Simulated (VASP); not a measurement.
These are r2SCAN meta-GGA, VASP's PBE PAW potentials (set 64) (plane waves; VASP) values and carry that method's errors.

The input files of a VASP run:

INCAR:
```
ALGO  =  Normal
EDIFF  =  1E-6
EDIFFG  =  -0.02
ENCUT  =  400
IBRION  =  2
ISIF  =  3
ISMEAR  =  1
LASPH  =  .TRUE.
LCHARG  =  .FALSE.
LMAXMIX  =  4
LMIXTAU  =  .TRUE.
LREAL  =  .FALSE.
LWAVE  =  .FALSE.
METAGGA  =  R2SCAN
NELM  =  100
NSW  =  60
PREC  =  Accurate
SIGMA  =  0.1
SYSTEM  =  ScSi
```

File POSCAR:
```
ScSi
1
    4.7308773971     0.0000000000     0.0000000000
   -2.3654386985     4.0970602625     0.0000000000
    0.0000000000    -0.0000000000     5.3391355356
Sc Si
2 2
Direct
  0.3333330000   0.6666670000   0.9375003399
  0.6666670000   0.3333330000   0.4375003399
  0.3333330000   0.6666670000   0.4374996601
  0.6666670000   0.3333330000   0.9374996601
```

KPOINTS:
```
K-points
0
G
 7 7 5
0 0 0
```

POTCAR, in this order: Sc_sv Si (PBE.64 set). Program: vasp_std.

What VASP printed:

File OSZICAR:
```
       N       E                     dE             d eps       ncg     rms          rms(c)
DAV:   1     0.381697564990E+03    0.38170E+03   -0.12508E+04   920   0.124E+03
DAV:   2    -0.211437230662E+02   -0.40284E+03   -0.39626E+03  1384   0.635E+02
DAV:   3    -0.486210717320E+02   -0.27477E+02   -0.26672E+02  1560   0.179E+02
DAV:   4    -0.493556554124E+02   -0.73458E+00   -0.72168E+00  1440   0.229E+01
DAV:   5    -0.493692232225E+02   -0.13568E-01   -0.13518E-01  1472   0.315E+00    0.125E+01
DAV:   6    -0.419426760816E+02    0.74265E+01   -0.13701E+01  1289   0.484E+01    0.407E+00
DAV:   7    -0.398320531614E+02    0.21106E+01   -0.14448E+00  1493   0.118E+01    0.248E+00
DAV:   8    -0.418574692073E+02   -0.20254E+01   -0.13596E+00  1044   0.740E+00    0.962E-01
DAV:   9    -0.405209891086E+02    0.13365E+01   -0.55623E-01  1028   0.805E+00    0.569E-01
DAV:  10    -0.400831426657E+02    0.43785E+00   -0.35537E-01  1011   0.601E+00    0.441E-01
DAV:  11    -0.404729085357E+02   -0.38977E+00   -0.17205E-01  1017   0.378E+00    0.131E-01
DAV:  12    -0.405349624939E+02   -0.62054E-01   -0.41919E-02  1260   0.206E+00    0.916E-02
DAV:  13    -0.405273434201E+02    0.76191E-02   -0.97008E-03  1152   0.939E-01    0.752E-02
DAV:  14    -0.405040097022E+02    0.23334E-01   -0.92592E-03  1044   0.974E-01    0.116E-01
DAV:  15    -0.405341012313E+02   -0.30092E-01   -0.12944E-02  1023   0.111E+00    0.364E-02
DAV:  16    -0.405370034241E+02   -0.29022E-02   -0.25764E-03  1405   0.526E-01    0.224E-02
DAV:  17    -0.405369989066E+02    0.45174E-05   -0.96116E-05  1442   0.886E-02    0.119E-02
DAV:  18    -0.405370337251E+02   -0.34819E-04   -0.26392E-05  1389   0.398E-02    0.468E-03
DAV:  19    -0.405370801033E+02   -0.46378E-04   -0.27569E-05  1245   0.510E-02    0.103E-02
DAV:  20    -0.405370968090E+02   -0.16706E-04   -0.41961E-05  1416   0.664E-02    0.505E-03
DAV:  21    -0.405370976168E+02   -0.80781E-06   -0.16543E-06   674   0.215E-02
   1 F= -.40537098E+02 E0= -.40536226E+02  d E =-.405371E+02
```

**OUTCAR**
```
------------------------ aborting loop because EDIFF is reached ----------------------------------------
  FORCE on cell =-STRESS in cart. coord.  units (eV):
  Direction    XX          YY          ZZ          XY          YZ          ZX
  --------------------------------------------------------------------------------------
  Total       -0.0257251     -0.0257251      0.0106339     -0.0000000     -0.0000000      0.0000000
  in kB       -0.3982748     -0.3982748      0.1646330     -0.0000000     -0.0000000      0.0000000
  external PRESSURE =      -0.2106389 kB  Pullay stress =       0.0000000 kB
  volume of cell :      103.49
      direct lattice vectors                 reciprocal lattice vectors
     4.730877397  0.000000000  0.000000000     0.211377281  0.122038722  0.000000000
    -2.365438699  4.097060263  0.000000000     0.000000000  0.244077445  0.000000000
     0.000000000  0.000000000  5.339135536     0.000000000  0.000000000  0.187296238
 POSITION                                       TOTAL-FORCE (eV/Angst)
 -----------------------------------------------------------------------------------
     -0.00000      2.73137      5.00544        -0.000000      0.000000      0.000000
      2.36544      1.36569      2.33587         0.000000     -0.000000      0.000000
     -0.00000      2.73137      2.33587         0.000000     -0.000000     -0.000000
      2.36544      1.36569      5.00544        -0.000000      0.000000     -0.000000
 -----------------------------------------------------------------------------------
    total drift:                               -0.002497      0.001442      0.000025
  FREE ENERGIE OF THE ION-ELECTRON SYSTEM (eV)
  ---------------------------------------------------
  free  energy   TOTEN  =       -40.5370976168 eV

  energy  without entropy=      -40.5344832351  energy(sigma->0) =      -40.53622616

 reached required accuracy - stopping structural energy minimisation
```
(Selected blocks of OUTCAR.)

**OUTCAR**
```
 val. band max:        2.6762208450   @ k =   0.2857  -0.0000   0.2000

 cond. band min:       2.7183643250   @ k =   0.2857   0.1429   0.0000


 Fermi energy:         2.6848195442

 k-point     1 :       0.0000    0.0000    0.0000
  band No.  band energies     occupation
      1     -48.4208      2.00000
      2     -48.4118      2.00000
      3     -26.1280      2.00000
      4     -26.1279      2.00000
      5     -26.0981      2.00000
      6     -26.0980      2.00000
      7     -26.0760      2.00000
      8     -26.0068      2.00000
      9      -5.6499      2.00000
     10      -3.3785      2.00000
     11       0.9620      2.00000
     12       1.6935      2.00000
     13       1.6936      2.00000
     14       2.4131      2.00083
     15       2.4131      2.00083
     16       4.2271     -0.00000
     17       4.2271     -0.00000
     18       4.6592     -0.00000
     19       5.6337      0.00000

 k-point     2 :       0.1429   -0.0000    0.0000
  band No.  band energies     occupation
      1     -48.4204      2.00000
      2     -48.4122      2.00000
      3     -26.1291      2.00000
      4     -26.1285      2.00000
      5     -26.1005      2.00000
      6     -26.0975      2.00000
      7     -26.0728      2.00000
      8     -26.0097      2.00000
      9      -5.5162      2.00000
     10      -3.4022      2.00000
     11       1.0457      2.00000
     12       1.5184      2.00000
     13       1.6666      2.00000
     14       2.2473      2.00000
     15       2.6349      1.73911
     16       3.8177     -0.00000
     17       4.1220     -0.00000
     18       4.8461      0.00000
     19       5.8740      0.00000

 k-point     3 :       0.2857   -0.0000    0.0000
  band No.  band energies     occupation
      1     -48.4191      2.00000
      2     -48.4132      2.00000
      3     -26.1317      2.00000
      4     -26.1295      2.00000
      5     -26.1062      2.00000
      6     -26.0965      2.00000
      7     -26.0644      2.00000
...
```

The structure was generated: ScSi was put into the wurtzite type (P6_3mc), which need not be its known phase. It was relaxed first, which changed the volume by -24 %. The relaxed cell has space group P6_3/mmc. The start is the result of an earlier pass.
